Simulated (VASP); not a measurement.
Method: PW91 GGA, VASP's PBE PAW potentials (set 64) (plane waves; VASP).

Input for VASP

File POSCAR:
```
O atom
12.0
  1.0000000000   0.0000000000   0.0000000000
  0.0000000000   1.0416666667   0.0000000000
  0.0000000000   0.0000000000   1.0833333333
O
1
Cartesian
  0.0000000000   0.0000000000   0.0000000000
```

**KPOINTS**
```
Automatic mesh
0
Gamma
1 1 1
0 0 0
```

INCAR:
```
ALGO=All
EDIFF=1E-6
ENCUT=520
GGA=91
ISMEAR=0
ISPIN=2
ISYM=0
LASPH=T
LCHARG=F
LORBIT=10
LREAL=F
LWAVE=F
MAGMOM=2
NELM=200
NUPDOWN=2
PREC=Normal
SIGMA=0.01
SYSTEM=O atom
```

POTCAR, in this order: O (PBE.64 set). Program: vasp_gam. Read from the step before: WAVECAR.

The resulting files:

### OSZICAR
```
       N       E                     dE             d eps       ncg     rms           ort
SDA:   1    -0.156765137488E+01   -0.15677E+01    0.00000E+00     8   0.399E-02   0.000E+00
CGA:   2    -0.156887829501E+01   -0.12269E-02   -0.12267E-02     8   0.120E-02   0.149E-05
CGA:   3    -0.156921074748E+01   -0.33245E-03   -0.33198E-03     8   0.360E-02   0.771E-05
SDA:   4    -0.163987398821E+01   -0.70663E-01   -0.71978E-01     8   0.153E+01   0.151E-01
CGA:   5    -0.172437854513E+01   -0.84505E-01   -0.25159E+00     8   0.592E-01   0.463E-01
CGA:   6    -0.175078332253E+01   -0.26405E-01   -0.26413E-01     8   0.275E-01  -0.319E-04
CGA:   7    -0.175663517420E+01   -0.58519E-02   -0.58568E-02     8   0.448E-02   0.600E-05
CGA:   8    -0.175799635140E+01   -0.13612E-02   -0.13611E-02     8   0.110E-02   0.315E-05
CGA:   9    -0.175827039093E+01   -0.27404E-03   -0.27411E-03     8   0.273E-03   0.178E-05
CGA:  10    -0.175835982131E+01   -0.89430E-04   -0.89417E-04     8   0.595E-04   0.386E-06
CGA:  11    -0.175837826383E+01   -0.18443E-04   -0.18437E-04     8   0.138E-04   0.370E-06
CGA:  12    -0.175838285291E+01   -0.45891E-05   -0.45907E-05     8   0.289E-05  -0.402E-07
CGA:  13    -0.175838383070E+01   -0.97779E-06   -0.97423E-06     8   0.541E-06   0.930E-07
   1 F= -.17583838E+01 E0= -.17583838E+01  d E =-.224742E-18  mag=     2.0000
```

OUTCAR:
```
------------------------ aborting loop because EDIFF is reached ----------------------------------------
  FORCE on cell =-STRESS in cart. coord.  units (eV):
  Direction    XX          YY          ZZ          XY          YZ          ZX
  --------------------------------------------------------------------------------------
  Total       -0.0283432     -0.0395690     -0.0300701      0.0020875      0.0019101     -0.0011653
  in kB       -0.0232876     -0.0325111     -0.0247065      0.0017151      0.0015694     -0.0009574
  external PRESSURE =      -0.0268351 kB  Pullay stress =       0.0000000 kB
  volume of cell :     1950.00
      direct lattice vectors                 reciprocal lattice vectors
    12.000000000  0.000000000  0.000000000     0.083333333  0.000000000  0.000000000
     0.000000000 12.500000000  0.000000000     0.000000000  0.080000000  0.000000000
     0.000000000  0.000000000 13.000000000     0.000000000  0.000000000  0.076923077
 POSITION                                       TOTAL-FORCE (eV/Angst)
 -----------------------------------------------------------------------------------
      0.00000      0.00000      0.00000        -0.000000      0.000000     -0.000000
 -----------------------------------------------------------------------------------
    total drift:                               -0.000000      0.000000     -0.000000
  FREE ENERGIE OF THE ION-ELECTRON SYSTEM (eV)
  ---------------------------------------------------
  free  energy   TOTEN  =        -1.7583838307 eV

  energy  without entropy=       -1.7583838307  energy(sigma->0) =       -1.75838383

 total charge

# of ion       s       p       d       tot
------------------------------------------
    1        1.620   2.927   0.000   4.547

 magnetization (x)

# of ion       s       p       d       tot
------------------------------------------
    1        0.016   1.524   0.000   1.541
```
(Selected blocks of OUTCAR.)

The atom may not be in its lowest state.

The cell is a free atom in a box.
